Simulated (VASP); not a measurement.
Here is a VASP 6.6.1 calculation.

INCAR

```
PREC = Accurate
ENCUT = 520
EDIFF = 1E-8
ISMEAR = -1
SIGMA = 0.01
LREAL = Auto
LASPH = T
NELM = 100
ALGO = Fast
ISIF = 2
LWAVE = F
LCHARG = F
GGA = PE
LEFG = T
NELECT = 128.0
NBANDS = 86
```

Contents of KPOINTS:

```
regular mesh
0
Gamma
  4 4 2
```

The input POSCAR:

```
Si15AsC16
1.0
    6.1520000000      0.0000000000      0.0000000000
   -3.0760000000      5.3277882840      0.0000000000
    0.0000000000      0.0000000000     10.0960000000
As Si C
1 15 16
Direct
    0.1666666666      0.3333333334      0.0000000000
    0.1666666666      0.3333333334      0.5000000000
    0.1666666666      0.8333333334      0.0000000000
    0.1666666666      0.8333333334      0.5000000000
    0.6666666666      0.3333333334      0.0000000000
    0.6666666666      0.3333333334      0.5000000000
    0.6666666666      0.8333333334      0.0000000000
    0.6666666666      0.8333333334      0.5000000000
    0.3333333334      0.1666666666      0.2500000000
    0.3333333334      0.1666666666      0.7500000000
    0.3333333334      0.6666666666      0.2500000000
    0.3333333334      0.6666666666      0.7500000000
    0.8333333334      0.1666666666      0.2500000000
    0.8333333334      0.1666666666      0.7500000000
    0.8333333334      0.6666666666      0.2500000000
    0.8333333334      0.6666666666      0.7500000000
    0.1666666666      0.3333333334      0.1925000000
    0.1666666666      0.3333333334      0.6925000000
    0.1666666666      0.8333333334      0.1925000000
    0.1666666666      0.8333333334      0.6925000000
    0.6666666666      0.3333333334      0.1925000000
    0.6666666666      0.3333333334      0.6925000000
    0.6666666666      0.8333333334      0.1925000000
    0.6666666666      0.8333333334      0.6925000000
    0.3333333334      0.1666666666      0.4425000000
    0.3333333334      0.1666666666      0.9425000000
    0.3333333334      0.6666666666      0.4425000000
    0.3333333334      0.6666666666      0.9425000000
    0.8333333334      0.1666666666      0.4425000000
    0.8333333334      0.1666666666      0.9425000000
    0.8333333334      0.6666666666      0.4425000000
    0.8333333334      0.6666666666      0.9425000000
```

Potentials or basis: VASP PAW PBE potentials, release 64 (As, Si, C).

Command:

```bash
$ cat potpaw_PBE.64/As/POTCAR potpaw_PBE.64/Si/POTCAR potpaw_PBE.64/C/POTCAR > POTCAR
$ mpirun -np 1 vasp_std > vasp.out
```

Problem. Predict the largest force.

Solution. 1.598 eV/Å.

Problem. Predict the band gap on the k mesh.

Solution. 1.70 eV, direct.

Electric field gradients, principal values (V/Å²):
| atom | Vxx | Vyy | Vzz |
| --- | --- | --- | --- |
| 1 As | -11.955 | -11.956 | 23.911 |
| 2 Si | -10.502 | -10.502 | 21.003 |
| 3 Si | -3.700 | -8.050 | 11.750 |
| 4 Si | -9.642 | -10.341 | 19.983 |
| 5 Si | -3.700 | -8.050 | 11.750 |
| 6 Si | -9.642 | -10.341 | 19.983 |
| 7 Si | -3.701 | -8.049 | 11.750 |
| 8 Si | -9.642 | -10.341 | 19.983 |
| 9 Si | -2.142 | -8.747 | 10.889 |
| 10 Si | -13.794 | -14.140 | 27.934 |
| 11 Si | -2.143 | -8.746 | 10.889 |
| 12 Si | -13.794 | -14.140 | 27.934 |
| 13 Si | -2.143 | -8.746 | 10.889 |
| 14 Si | -13.794 | -14.140 | 27.934 |
| 15 Si | -6.996 | -6.996 | 13.992 |
| 16 Si | -10.666 | -10.667 | 21.333 |
| 17 C | -12.922 | -12.922 | 25.844 |
| 18 C | -1.658 | -1.658 | 3.316 |
| 19 C | -0.788 | -3.335 | 4.123 |
| 20 C | -1.319 | -2.115 | 3.434 |
| 21 C | -0.788 | -3.335 | 4.123 |
| 22 C | -1.319 | -2.115 | 3.434 |
| 23 C | -0.788 | -3.335 | 4.123 |
| 24 C | -1.319 | -2.115 | 3.434 |
| 25 C | -2.568 | -3.235 | 5.803 |
| 26 C | -11.125 | -11.390 | 22.515 |
| 27 C | -2.569 | -3.235 | 5.803 |
| 28 C | -11.125 | -11.389 | 22.515 |
| 29 C | -2.569 | -3.235 | 5.803 |
| 30 C | -11.125 | -11.389 | 22.515 |
| 31 C | -2.212 | -2.212 | 4.424 |
| 32 C | 0.305 | 0.306 | -0.611 |

Caveat: the cell carries a net charge on a neutralising background, which shifts energy and pressure; the cell is charged against a uniform background, so pressure and absolute levels hang on convention. As with any semilocal functional, this PBE gap is likely too small.
